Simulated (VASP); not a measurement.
A convergence study with VASP on SnO₂ (rutile): one setting is varied, all else stays as given below, so the limit is that of these other settings.

```yaml
crystal:
  lattice:
    - [4.74000, 0.00000, 0.00000]
    - [0.00000, 4.74000, 0.00000]
    - [0.00000, 0.00000, 3.19000]
  atoms:
    - { symbol: Sn, position: [0.00000, 0.00000, 0.00000] }
    - { symbol: Sn, position: [0.50000, 0.50000, 0.50000] }
    - { symbol: O, position: [0.30700, 0.30700, 0.00000] }
    - { symbol: O, position: [0.80700, 0.19300, 0.50000] }
    - { symbol: O, position: [0.19300, 0.80700, 0.50000] }
    - { symbol: O, position: [0.69300, 0.69300, 0.00000] }
```

Method: PBEsol GGA, VASP's PBE PAW potentials (set 64) (plane waves; VASP 6.6.1). The tightest run used: 700 eV cut-off, 8×8×12 Monkhorst-Pack mesh, Gaussian smearing of 0.050 eV, potentials Sn_d O.

### Question
The settings run are 1×1×1 mesh; 1×1×2 mesh; 2×2×3 mesh; 2×2×4 mesh; 3×3×5 mesh; 4×4×6 mesh; 4×4×7 mesh; 5×5×8 mesh; 6×6×9 mesh; 6×6×10 mesh; 7×7×11 mesh; 8×8×12 mesh. From which on does the energy per atom stay within 0.002 eV/atom of the tightest run?

### Answer
From 3×3×5 mesh on: it is off by 0.0012 there and by no more than 0.002 in any finer run, while 2×2×4 mesh is off by 0.0039.
```tsv
setting	E (eV/atom)	pressure (GPa)	largest force (eV/Å)	irreducible k-points	difference judged (eV/atom)
1×1×1 mesh	-5.0043	6.68	0.401	1	1.6060
1×1×2 mesh	-6.7423	2.06	0.023	1	0.1320
2×2×3 mesh	-6.6055	4.89	0.262	2	0.0047
2×2×4 mesh	-6.6142	4.76	0.226	2	0.0039
3×3×5 mesh	-6.6091	4.64	0.200	9	0.0012
4×4×6 mesh	-6.6104	4.73	0.201	9	0.0002
4×4×7 mesh	-6.6104	4.72	0.201	12	0.0001
5×5×8 mesh	-6.6103	4.71	0.201	24	0.0000
6×6×9 mesh	-6.6103	4.71	0.201	30	0.0000
6×6×10 mesh	-6.6103	4.72	0.201	30	0.0000
7×7×11 mesh	-6.6103	4.72	0.201	60	0.0000
8×8×12 mesh	-6.6103	4.71	0.201	60	0.0000
```

Left out are rungs that failed or repeat a setting and relaxations that didn't move; long series are thinned to 24 rows.

The compound is SnO2 in the rutile structure. The cell was not relaxed at this level, forces remain on its atoms.
